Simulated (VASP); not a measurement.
An input for Quantum ESPRESSO's pw.x (written as the equivalent of a VASP run, and not itself run):

```
&CONTROL
  calculation = 'vc-relax'
  pseudo_dir = './pseudo'
  outdir = './out'
  tprnfor = .true.
  tstress = .true.
  nstep = 40
  forc_conv_thr = 0.00078
/
&SYSTEM
  ibrav = 0
  nat = 2
  ntyp = 2
  ecutwfc = 82
  occupations = 'smearing'
  smearing = 'methfessel-paxton'
  degauss = 0.00735
  input_dft = 'pbesol'
/
&ELECTRONS
  conv_thr = 7.3e-08
  electron_maxstep = 100
/
&IONS
/
&CELL
  press = 450
/
ATOMIC_SPECIES
  Nb 92.906 Nb.upf
  C 12.011 C.upf
CELL_PARAMETERS angstrom
     0.0000000    2.1428518    2.1428518
     2.1428518    0.0000000    2.1428518
     2.1428518    2.1428518   -0.0000000
ATOMIC_POSITIONS crystal
  Nb   1.0000000  0.0000000  0.0000000
  C    0.5000000  0.5000000  0.5000000
K_POINTS automatic
  15 15 15 0 0 0
```

### Question
Translate this input to VASP (INCAR, KPOINTS, POSCAR, choice of POTCAR).

### Answer
One answer among several that fit: 
**INCAR**
```
SYSTEM=NbC
PREC=Accurate; ENCUT=620; LREAL=.FALSE.
LASPH=.TRUE.
EDIFF=1E-6; NELM=100; ALGO=Normal
LMAXMIX=4
ISMEAR=1; SIGMA=0.1
GGA=PS
IBRION=2; NSW=40; ISIF=3
EDIFFG=-0.02; PSTRESS=450
LWAVE=.FALSE.; LCHARG=.FALSE.
```

### KPOINTS
```
Automatic mesh
0
Gamma
15 15 15
0 0 0
```

POSCAR:
```
NbC
1
    0.0000000000     2.1428517830     2.1428517830
    2.1428517830     0.0000000000     2.1428517830
    2.1428517830     2.1428517830    -0.0000000000
Nb C
1 1
Direct
  1.0000000000   0.0000000000   0.0000000000
  0.5000000000   0.5000000000   0.5000000000
```

POTCAR, in this order: Nb_sv C (PBE.64 set). Program: vasp_std.

What does not carry over: the potentials are each code's own (VASP's PAW set, PseudoDojo norm-conserving files in pw.x), so ENCUT and ecutwfc are chosen apart and not converted; conv_thr bounds pw.x's estimated SCF error, while EDIFF bounds the energy change between steps; forc_conv_thr acts on force components and is met together with etot_conv_thr.

The compound is NbC in the rock salt structure. It was relaxed first under an external pressure of 45 GPa.
